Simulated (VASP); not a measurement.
Level of theory: PBE GGA, VASP's PBE PAW potentials (set 64) (plane waves; VASP).

The input files of a VASP run:

File KPOINTS:
```
K-points
0
Gamma
14 14 8
0 0 0
```

POSCAR:
```
Re
1
    1.3584130000    -2.4583340000     0.0000000000
    1.3584130000     2.4583340000     0.0000000000
    0.0000000000     0.0000000000     4.3408590000
Re
2
Direct
  0.3333330000   0.6666670000   0.2500000000
  0.6858190000   0.3524850000   0.7500000000
```

INCAR:
```
! general
SYSTEM =Re
PREC   =Accurate
ENCUT  =400
LREAL  =.FALSE.
LASPH  =.TRUE.

! electronic loop
EDIFF  =1E-6
NELM   =100
ALGO   =Fast
LMAXMIX=6

! smearing
ISMEAR =1
SIGMA  =0.1

! functional
GGA    =PE

! ions
ISIF   =2

! output
LWAVE  =.FALSE.
LCHARG =.FALSE.
```

POTCAR, in this order: Re (PBE.64 set). Program: vasp_std.

Q: What will the output report for the number of irreducible k-points (NKPTS), number of bands (NBANDS), largest plane-wave count, number of space-group operations, FFT grid (NGX, NGY, NGZ)?

A: 
```yaml
number of irreducible k-points (NKPTS): 500
number of bands (NBANDS): 11
largest_plane_wave_count: 547
number_of_space_group_operations: 4
FFT grid (NGX, NGY, NGZ): 18 × 18 × 28
```

The compound is Re in the hcp structure. The cell was not relaxed at this level, atoms are displaced from their ideal sites. The run is one of a series of settings (ALGO = Fast against the base run), some of them coarse on purpose.
